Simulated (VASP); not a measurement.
# TaV (Cmmm) in VASP: single point with PBE

Aim: the single point of TaV with PBE.

Everything below comes from runs of VASP 6.6.1. Logs are shortened: lines on timing, memory, paths and dates and some standing lists are left out, and cuts for length are marked.

### Step 1. Starting point

Symmetry: Cmmm, No. 65, orthorhombic system. Conventional cell: a = 3.213 Å, b = 4.616 Å, c = 4.341 Å, α = 90.00°, β = 90.00°, γ = 90.00°. Ta (site symmetry mmm) is surrounded by 4 V at 2.70 Å and 4 Ta at 2.81 Å. Around V (site symmetry mmm) lie 4 Ta at 2.70 Å and 4 V at 2.81 Å.

The cell comes from a database or a generator and needn't be the stable form of this composition.

### Step 2. Single point, PBE, collinear spin, typed start

The input, INCAR:

```
PREC     = Accurate       # precision mode
ENCUT    = 520            # plane-wave cutoff, eV
EDIFF    = 1E-6           # SCF threshold, eV
ISMEAR   = -1             # smearing method
SIGMA    = 0.08           # smearing width, eV
LREAL    = False          # projectors in reciprocal space
LASPH    = True           # aspherical terms in the spheres
NELM     = 150            # most SCF steps
ALGO     = Normal         # electronic algorithm
ISIF     = 2              # what is computed and relaxed
LWAVE    = False          # write WAVECAR
LCHARG   = True           # write CHGCAR
ISPIN    = 2              # spin polarisation
MAGMOM   = 0 2            # initial moments
LORBIT   = 11             # projections on sites
LMAXMIX  = 4              # l up to which the mixer works
GGA      = PE             # functional
LELF     = True           # ELF
LVHAR    = True         
NBANDS   = 23             # bands
```

The input, KPOINTS:

```
Automatic mesh
0
Gamma
  11 11 7
```

The input, POSCAR:

```
TaV
1.0
    1.6067000000     -2.3077750000      0.0000000000
    1.6067000000      2.3077750000      0.0000000000
    0.0000000000      0.0000000000      4.3413610000
Ta V
1 1
Direct
    0.0000000000      0.0000000000      0.0000000000
    0.5000000000      0.5000000000      0.5000000000
```

Potentials or basis: VASP PAW PBE potentials, release 64 (Ta_pv, V_sv).

Run with:

```sh
$ cat potpaw_PBE.64/Ta_pv/POTCAR potpaw_PBE.64/V_sv/POTCAR > POTCAR
$ mpirun -np 1 vasp_std > vasp.out
```

OUTCAR:

```text
PREC = Accurate
   ENCUT = 520
   EDIFF = 1E-6
   ISMEAR = -1
   LREAL = False
   LASPH = True
   NELM = 150
   ISIF = 2
   ISPIN = 2
   LORBIT = 11
   GGA = PE

 ion  position               nearest neighbor table
   1  0.000  0.000  0.000-   2 2.70   2 2.70   2 2.70   2 2.70   2 3.17   2 3.17   2 3.17   2 3.17

   2  0.500  0.500  0.500-   1 2.70   1 2.70   1 2.70   1 2.70   1 3.17   1 3.17   1 3.17   1 3.17

  LATTYP: Found a base centered orthorhombic cell.
 ALAT       =     3.2134000000
 B/A-ratio  =     1.4363446816
 C/A-ratio  =     1.3510179249

  Lattice vectors:

 A1 = (   1.6067000000,  -2.3077750000,   0.0000000000)
 A2 = (   1.6067000000,   2.3077750000,   0.0000000000)
 A3 = (   0.0000000000,   0.0000000000,   4.3413610000)

Analysis of symmetry for initial positions (statically):
=====================================================================
 Subroutine PRICEL returns:
 Original cell was already a primitive cell.

 Routine SETGRP: Setting up the symmetry group for a
 base centered orthorhombic supercell.

 Subroutine GETGRP returns: Found  8 space group operations
 (whereof  8 operations were pure point group operations)
 out of a pool of  8 trial point group operations.

The static configuration has the point symmetry D_2h.

Analysis of symmetry for dynamics (positions and initial velocities):
=====================================================================
 Subroutine PRICEL returns:
 Original cell was already a primitive cell.

 Routine SETGRP: Setting up the symmetry group for a
 base centered orthorhombic supercell.

 Subroutine GETGRP returns: Found  8 space group operations
 (whereof  8 operations were pure point group operations)
 out of a pool of  8 trial point group operations.

The dynamic configuration has the point symmetry D_2h.

Analysis of structural, dynamic, and magnetic symmetry:
=====================================================================
 Subroutine PRICEL returns:
 Original cell was already a primitive cell.

 Routine SETGRP: Setting up the symmetry group for a
 base centered orthorhombic supercell.

 Subroutine GETGRP returns: Found  8 space group operations
 (whereof  8 operations were pure point group operations)
 out of a pool of  8 trial point group operations.

The overall configuration has the point symmetry D_2h.

 Subroutine INISYM returns: Found  8 space group operations
 (whereof  8 operations are pure point group operations),
 and found     1 'primitive' translations

----------------------------------------------------------------------------------------

                                     Primitive cell

  volume of cell :      32.1947

  direct lattice vectors                    reciprocal lattice vectors
     1.606700000 -2.307775000  0.000000000     0.311196863 -0.216658903  0.000000000
     1.606700000  2.307775000  0.000000000     0.311196863  0.216658903  0.000000000
     0.000000000  0.000000000  4.341361000     0.000000000  0.000000000  0.230342512

  length of vectors
     2.811994015  2.811994015  4.341361000     0.379189356  0.379189356  0.230342512

  position of ions in fractional coordinates (direct lattice)
     0.000000000  0.000000000  0.000000000
     0.500000000  0.500000000  0.500000000

  ion indices of the primitive-cell ions
   primitive index   ion index
                 1           1
                 2           2

----------------------------------------------------------------------------------------

 KPOINTS: Automatic mesh

Automatic generation of k-mesh.
 Grid dimensions read from file:
 generate k-points for:   11   11    7

 Generating k-lattice:

  Cartesian coordinates                     Fractional coordinates (reciprocal lattice)
     0.028290624 -0.019696264  0.000000000     0.090909091 -0.000000000  0.000000000
     0.028290624  0.019696264  0.000000000    -0.000000000  0.090909091  0.000000000
     0.000000000  0.000000000  0.032906073     0.000000000  0.000000000  0.142857143

  Length of vectors
     0.034471760  0.034471760  0.032906073

  Shift w.r.t. Gamma in fractional coordinates (k-lattice)
     0.000000000  0.000000000  0.000000000

 Subroutine IBZKPT returns following result:
 ===========================================

 Found    144 irreducible k-points:

 Following reciprocal coordinates:
            Coordinates               Weight
  0.000000  0.000000  0.000000      1.000000
  0.090909  0.000000  0.000000      4.000000
  0.181818  0.000000  0.000000      4.000000
  0.272727  0.000000  0.000000      4.000000
  0.363636  0.000000  0.000000      4.000000
  0.454545  0.000000  0.000000      4.000000
[... 16 lines left out ...]
 -0.272727  0.181818  0.000000      4.000000
 -0.181818  0.181818  0.000000      2.000000
 [... further k-points ...]
   k-points           NKPTS =    144   k-points in BZ     NKDIM =    144   number of bands    NBANDS=     23
   number of dos      NEDOS =    301   number of ions     NIONS =      2
   total plane-waves  NPLWV =  18432
   dimension x,y,z NGX =    24 NGY =   24 NGZ =   32
   dimension x,y,z NGXF=    48 NGYF=   48 NGZF=   64
   ions per type =               1   1
   NGX,Y,Z   is equivalent  to a cutoff of  14.19, 14.19, 12.25 a.u.
   NGXF,Y,Z  is equivalent  to a cutoff of  28.38, 28.38, 24.51 a.u.
 SYSTEM =  unknown system
   PREC   = accura    normal or accurate (medium, high low for compatibility)
   ISTART =      0    job   : 0-new  1-cont  2-samecut
   ICHARG =      2    charge: 1-file 2-atom 10-const
   ISPIN  =      2    spin polarized calculation?
   LNONCOLLINEAR =      F non collinear calculations
   LSORBIT =      F    spin-orbit coupling
   LASPH  =      T    aspherical Exc in radial PAW
   ENCUT  =  520.0 eV  38.22 Ry    6.18 a.u.   5.23  5.23  8.07*2*pi/ulx,y,z
   NELM   =    150;   NELMIN=  2; NELMDL= -5     # of ELM steps
   EDIFF  = 0.1E-05   stopping-criterion for ELM
   LREAL  =      F    real-space projection
   EDIFFG = 0.1E-04   stopping-criterion for IOM
   NSW    =      0    number of steps for IOM
   IBRION =     -1    ionic relax: 0-MD 1-quasi-New 2-CG
   NFREE  =      0    steps in history (QN), initial steepest desc. (CG)
   ISIF   =      2    stress and relaxation
   ISYM   =      2    0-nonsym 1-usesym 2-fastsym
   POTIM  = 0.5000    time-step for ionic-motion
   TEBEG  =    0.0;   TEEND  =   0.0 temperature during run
   PSTRESS=    0.0 pullay stress
   NELECT =      24.0000    total number of electrons
   NUPDOWN=      -1.0000    fix difference up-down
   EMIN   =  10.00;   EMAX   =-10.00  energy-range for DOS
   EFERMI =   0.00;   METHOD = LEGACY
   ISMEAR =    -1;   SIGMA  =   0.08  broadening in eV -4-tet -1-fermi 0-gaus
   EFERMI_NEDOS =   21; number of points for ismear=-14 and -15
   IALGO  =     38    algorithm
   IMIX   =      4    mixing-type and parameters
     AMIX     =   0.40;   BMIX     =  1.00
     AMIX_MAG =   1.60;   BMIX_MAG =  1.00
  volume/ion in A,a.u.               =      16.10       108.63
  Fermi-wavevector in a.u.,A,eV,Ry     =   1.484399  2.805107 29.979609  2.203439
  Thomas-Fermi vector in A             =   2.597940
   LORBIT       =     11    0 simple, 1 ext, 2 COOP (PROOUT), +10 PAW based schemes
   GGA     = PE    functional components
   LHFCALC =     F    Hartree Fock is set to
   AEXX    =    0.0000 exact exchange contribution
   IVDW    =     0    specifies the selected vdW correction
   LEPSILON=     F    determine dielectric tensor
   LRPA    =     F    only Hartree local field effects (RPA)
 spin polarized calculation
  energy-cutoff  :      520.00
  volume of cell :       32.19
 maximum number of plane-waves:       884
 NGX is ok and might be reduce to    24
   NGX = 11   NGY = 11   NGZ = 17

 number of electron      24.0000002 magnetization       0.0017418

 number of electron      24.0000002 magnetization      -0.0007429

 Free energy of the ion-electron system (eV)
  ---------------------------------------------------
  ext. energy  EPLUGINS =         0.00000000
  ---------------------------------------------------
  free energy    TOTEN  =       -20.67341253 eV

  energy without entropy =      -20.60323624  energy(sigma->0) =      -20.63832438

 E-fermi :   7.0858     XC(G=0): -12.6096

 val. band max:        7.0838536392   @ k =  -0.2727   0.0909   0.4286
 cond. band min:       7.0896438886   @ k =   0.0909   0.0909   0.1429
 fundamental gap:      0.0057902494
 Fermi energy:         7.0858232506

 spin component 1

 k-point     1 :       0.0000    0.0000    0.0000
  band No.  band energies     occupation
      1     -56.6593      1.00000
      2     -30.5386      1.00000
      3     -30.3706      1.00000
      4     -30.3188      1.00000
      5     -26.4590      1.00000
      6     -26.0384      1.00000
[... 15 lines left out ...]
     22      21.8705      0.00000
     23      24.0067      0.00000
[... 575 lines left out ...]
      1     -56.6402      1.00000
      2     -30.5111      1.00000
      3     -30.4283      1.00000
      4     -30.4144      1.00000
      5     -26.4091      1.00000
      6     -26.2133      1.00000
[... 15 lines left out ...]
     22      21.8695      0.00000
     23      22.3562      0.00000

 [... further k-points ...]

 spin component 2

 k-point     1 :       0.0000    0.0000    0.0000
  band No.  band energies     occupation
      1     -56.6599      1.00000
      2     -30.5392      1.00000
      3     -30.3712      1.00000
      4     -30.3194      1.00000
      5     -26.4589      1.00000
      6     -26.0383      1.00000
[... 15 lines left out ...]
     22      21.8706      0.00000
     23      24.0065      0.00000
[... 575 lines left out ...]
      1     -56.6408      1.00000
      2     -30.5117      1.00000
      3     -30.4288      1.00000
      4     -30.4150      1.00000
      5     -26.4090      1.00000
      6     -26.2131      1.00000
[... 15 lines left out ...]
     22      21.8696      0.00000
     23      22.3561      0.00000

 [... further k-points ...]

------------------------ aborting loop because EDIFF is reached ----------------------------------------

  FORCE on cell =-STRESS in cart. coord.  units (eV):
  Direction    XX          YY          ZZ          XY          YZ          ZX
  --------------------------------------------------------------------------------------
  -------------------------------------------------------------------------------------
  Total        0.0337931     -0.1139064      0.0019515     -0.0000000      0.0000000      0.0000000
  in kB        1.6817214     -5.6685831      0.0971164     -0.0000000      0.0000000      0.0000000
  external PRESSURE =      -1.2965818 kB  Pullay stress =       0.0000000 kB

 VOLUME and BASIS-vectors are now :
 -----------------------------------------------------------------------------
  energy-cutoff  :      520.00
  volume of cell :       32.19
      direct lattice vectors                 reciprocal lattice vectors
     1.606700000 -2.307775000  0.000000000     0.311196863 -0.216658903  0.000000000
     1.606700000  2.307775000  0.000000000     0.311196863  0.216658903  0.000000000
     0.000000000  0.000000000  4.341361000     0.000000000  0.000000000  0.230342512

 POSITION                                       TOTAL-FORCE (eV/Angst)
 -----------------------------------------------------------------------------------
      0.00000      0.00000      0.00000         0.000000      0.000000      0.000000
      1.60670      0.00000      2.17068        -0.000000      0.000000      0.000000
 -----------------------------------------------------------------------------------
    total drift:                                0.000000      0.000000     -0.000000

  FREE ENERGIE OF THE ION-ELECTRON SYSTEM (eV)
  ---------------------------------------------------
  free  energy   TOTEN  =       -20.6734125294 eV

  energy  without entropy=      -20.6032362385  energy(sigma->0) =      -20.63832438

 total charge

# of ion       s       p       d       tot
------------------------------------------
    1        0.392   6.167   2.441   9.000
    2        2.307   6.200   3.027  11.534
--------------------------------------------------
tot          2.699  12.367   5.468  20.534

 magnetization (x)

# of ion       s       p       d       tot
------------------------------------------
    1        0.000  -0.000   0.000   0.000
    2       -0.000  -0.000  -0.001  -0.001
--------------------------------------------------
tot         -0.000  -0.000  -0.001  -0.001
```

It took 2 min on 1 thread of Intel Xeon Platinum 8488C (Sapphire Rapids), shared host; peak memory 0.29 GiB.

What came out:

```
Free energy                                           : -20.6734 eV
Pressure                                              : -0.1 GPa
Band gap on the k mesh                                : none (metal or under the smearing width)
Net moment                                            : 0.00 μB per cell
Valence electrons inside the program's atomic spheres : Ta 9.00; V 11.53
```
